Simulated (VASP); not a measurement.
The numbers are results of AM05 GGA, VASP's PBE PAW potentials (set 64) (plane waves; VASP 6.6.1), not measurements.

Input for VASP

POSCAR:
```
Ru
1
    1.3429965704    -2.3261384460     0.0000000000
    1.3429965704     2.3261384460    -0.0000000000
    0.0000000000    -0.0000000000     4.2369958776
Ru
2
Direct
  0.3333330000   0.6666670000   0.2500000000
  0.6666670000   0.3333330000   0.7500000000
```

KPOINTS:
```
Automatic mesh
0
Gamma
14 14 8
0 0 0
```

INCAR:
```
ALGO  =  Normal
EDIFF  =  1E-6
EDIFFG  =  -0.01
ENCUT  =  520
GGA  =  AM
IBRION  =  2
ISIF  =  3
ISMEAR  =  1
LASPH  =  .TRUE.
LCHARG  =  .FALSE.
LMAXMIX  =  4
LREAL  =  .FALSE.
LWAVE  =  .FALSE.
NELM  =  100
NSW  =  60
PREC  =  Accurate
SIGMA  =  0.1
SYSTEM  =  Ru
```

POTCAR, in this order: Ru_pv (PBE.64 set). Program: vasp_std.

Output of the run:

**OSZICAR**
```
       N       E                     dE             d eps       ncg     rms          rms(c)
DAV:   1     0.288118883711E+03    0.28812E+03   -0.17977E+04  4320   0.173E+03
DAV:   2    -0.142521215963E+02   -0.30237E+03   -0.29645E+03  4616   0.499E+02
DAV:   3    -0.212948124702E+02   -0.70427E+01   -0.68381E+01  4462   0.813E+01
DAV:   4    -0.213647320717E+02   -0.69920E-01   -0.69857E-01  5132   0.732E+00
DAV:   5    -0.213660059327E+02   -0.12739E-02   -0.12738E-02  4604   0.913E-01    0.203E+01
DAV:   6    -0.199248134497E+02    0.14412E+01   -0.37452E+00  4368   0.204E+01    0.528E+00
DAV:   7    -0.198154268991E+02    0.10939E+00   -0.32855E-01  4440   0.545E+00    0.110E+00
DAV:   8    -0.198048396861E+02    0.10587E-01   -0.71077E-03  4456   0.103E+00    0.302E-01
DAV:   9    -0.198042051258E+02    0.63456E-03   -0.98865E-04  5344   0.363E-01    0.404E-02
DAV:  10    -0.198042271506E+02   -0.22025E-04   -0.27906E-05  4906   0.521E-02    0.120E-02
DAV:  11    -0.198042286022E+02   -0.14516E-05   -0.21262E-06  3286   0.139E-02    0.248E-03
DAV:  12    -0.198042285764E+02    0.25818E-07   -0.11113E-07  2230   0.283E-03
   1 F= -.19804229E+02 E0= -.19803717E+02  d E =-.198042E+02
```

**OUTCAR**
```
------------------------ aborting loop because EDIFF is reached ----------------------------------------
  FORCE on cell =-STRESS in cart. coord.  units (eV):
  Direction    XX          YY          ZZ          XY          YZ          ZX
  --------------------------------------------------------------------------------------
  Total        0.0014505      0.0014505     -0.0043398      0.0000000     -0.0000000      0.0000000
  in kB        0.0877849      0.0877849     -0.2626520      0.0000000     -0.0000000      0.0000000
  external PRESSURE =      -0.0290274 kB  Pullay stress =       0.0000000 kB
  volume of cell :       26.47
      direct lattice vectors                 reciprocal lattice vectors
     1.342996570 -2.326138446  0.000000000     0.372301770 -0.214948513  0.000000000
     1.342996570  2.326138446  0.000000000     0.372301770  0.214948513  0.000000000
     0.000000000  0.000000000  4.236995878     0.000000000  0.000000000  0.236016279
 POSITION                                       TOTAL-FORCE (eV/Angst)
 -----------------------------------------------------------------------------------
      1.34300      0.77538      1.05925         0.000000      0.000000      0.000000
      1.34300     -0.77538      3.17775         0.000000     -0.000000      0.000000
 -----------------------------------------------------------------------------------
    total drift:                               -0.000012      0.000495     -0.000045
  FREE ENERGIE OF THE ION-ELECTRON SYSTEM (eV)
  ---------------------------------------------------
  free  energy   TOTEN  =       -19.8042285764 eV

  energy  without entropy=      -19.8026948263  energy(sigma->0) =      -19.80371733

 reached required accuracy - stopping structural energy minimisation
```
(Selected blocks of OUTCAR.)

The compound is Ru in the hcp structure. It was relaxed first. The start is the result of an earlier pass.
